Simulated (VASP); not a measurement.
Be3B2Se:

```
CELL_PARAMETERS angstrom
3.85302 0.00000 0.00000
-1.92651 3.33681 0.00000
0.00000 0.00000 5.12536
ATOMIC_POSITIONS crystal
Be 0.33333 0.66667 0.50000
Be 0.66667 0.33333 0.50000
Be 0.00000 0.00000 0.50000
B 0.33333 0.66667 0.00000
B 0.66667 0.33333 0.00000
Se 0.00000 0.00000 0.00000
```

The cell was built by a generator and needn't be a form met in nature.

The cell isn't the ideal one: random cell by space group and Wyckoff sites (P6/mmm, No. 191).

- Program: VASP 6.6.1
- Task: relaxation of cell and atoms
- Functional: PBE
- Potentials or basis: VASP PAW PBE potentials, release 64 (Be, B, Se)
- Cutoff: 600 eV
- k mesh: 12 × 12 × 8
- Occupations: gaussian, width 0.1 eV
- Spin: no spin polarisation

At the start: pressure 0.8 GPa; volume 10.98 Å³/atom.

**Question.** Where does the relaxation end?

**Answer.** Over 8 steps the energy falls by 4.5 meV/atom and the volume is 10.86 Å³/atom (-1.1 %); space group P6/mmm (No. 191, to 0.05 Å).

The path:
| step | energy change (eV) | largest force (eV/Å) | pressure (GPa) | volume (Å³) |
| --- | --- | --- | --- | --- |
| 1 | 0.0000 | 0.0000 | 0.80 | 65.90 |
| 2 | -0.0122 | 0.0000 | -0.29 | 66.42 |
| 3 | -0.0152 | 0.0000 | -1.64 | 67.03 |
| 4 | -0.0157 | 0.0000 | -1.20 | 66.84 |
| 5 | -0.0229 | 0.0000 | -0.79 | 66.17 |
| 6 | -0.0269 | 0.0000 | -0.09 | 65.22 |
| 7 | -0.0269 | 0.0000 | -0.12 | 65.25 |
| 8 | -0.0269 | 0.0000 | 0.06 | 65.17 |

Final structure:
```
Be B Se
1.0
     3.90128    0.00000    0.00000
    -1.95064    3.37861    0.00000
     0.00000    0.00000    4.94458
Be B Se
3 2 1
Direct
  0.33333 0.66667 0.50000
  0.66667 0.33333 0.50000
  0.00000 0.00000 0.50000
  0.33333 0.66667 0.00000
  0.66667 0.33333 0.00000
  0.00000 0.00000 0.00000
```
